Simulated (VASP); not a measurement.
Here is the system:

```
CELL_PARAMETERS angstrom
      4.18612     0.00000     0.00000
     -2.09306     3.62529     0.00000
      0.00000     0.00000     7.17967
ATOMIC_POSITIONS crystal
  Sr 0.00000 0.00000 0.00000
  Zn 0.66667 0.33333 0.37082
  Zn 0.33333 0.66667 0.62918
  As 0.66667 0.33333 0.73017
  As 0.33333 0.66667 0.26983
```

These are PBEsol GGA, VASP's PBE PAW potentials (set 64) (plane waves; VASP) values and carry that method's errors. Run with 400 eV cut-off, 7×7×4 Γ-centred mesh, tetrahedra with Blöchl corrections, potentials Sr_sv Zn As.

The cores are frozen, which limits the accuracy of field gradients.

Q: Give the principal components of the electric field gradient (V/Å²) and the asymmetry η at each nucleus.

A: 
| atom | Vxx | Vyy | Vzz | η |
|---|---|---|---|---|
| Sr1 | 2.9 | 2.9 | -5.8 | 0.00 |
| Zn2 | -3.5 | -3.5 | 7.1 | 0.00 |
| Zn3 | -3.5 | -3.5 | 7.1 | 0.00 |
| As4 | 9.6 | 9.6 | -19.1 | 0.00 |
| As5 | 9.6 | 9.6 | -19.1 | 0.00 |

The structure comes from a computed database's SrZn2As2 entry (P-3m1); how it stands against other phases isn't given here. It was relaxed first.
